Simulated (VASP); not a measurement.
```
CELL_PARAMETERS angstrom
      0.00000     1.74764     1.74764
      1.74764     0.00000     1.74764
      1.74764     1.74764     0.00000
ATOMIC_POSITIONS crystal
  Cu 0.00000 0.00000 0.00000
```

Level of theory: PBE GGA with D3 dispersion (Becke-Johnson damping), VASP's PBE PAW potentials (set 64) (plane waves; VASP). Run with 520 eV cut-off, 17×17×17 Γ-centred mesh, first-order Methfessel-Paxton smearing of 0.10 eV, potentials Cu.

Q: Give the stress tensor in GPa (positive for a compressed cell).

A: 
```
11.47   0.00   0.00
 0.00  11.47   0.00
 0.00   0.00  11.47
```
The pressure is its mean diagonal, 11.47 GPa.

The compound is Cu in the fcc structure. This cell is one point of a volume scan, at 0.94 of the reference volume.
